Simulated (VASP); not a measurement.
Consider the following.

```
CELL_PARAMETERS angstrom
      0.00000     1.95840     1.95840
      1.95840     0.00000     1.95840
      1.95840     1.95840     0.00000
ATOMIC_POSITIONS crystal
  Ir 0.00000 0.00000 0.00000
```

Level of theory: PBE GGA, VASP's PBE PAW potentials (set 64) (plane waves; VASP). Numerical set-up: 400 eV cut-off, 12×12×12 Γ-centred mesh, first-order Methfessel-Paxton smearing of 0.10 eV, potentials Ir.

Energy and stress use the plane-wave basis of the starting cell.

**Question.** The ions, cell shape and volume are relaxed. Which structure does the run end with?

**Answer.** 
```
CELL_PARAMETERS angstrom
      0.00000     1.93553     1.93553
      1.93553     0.00000     1.93553
      1.93553     1.93553     0.00000
ATOMIC_POSITIONS crystal
  Ir 0.00000 0.00000 0.00000
```
Space group Fm-3m (225), at a tolerance of 0.03 Å.

**Question.** How do energy and volume change from the first to the last step?

**Answer.** The energy (σ→0) changes by -19.0 meV/atom and the volume by -3.5 %, in 7 ionic steps.

The compound is Ir in the fcc structure. This run relaxes it. Symmetry was kept, so distortions that lower it aren't found.
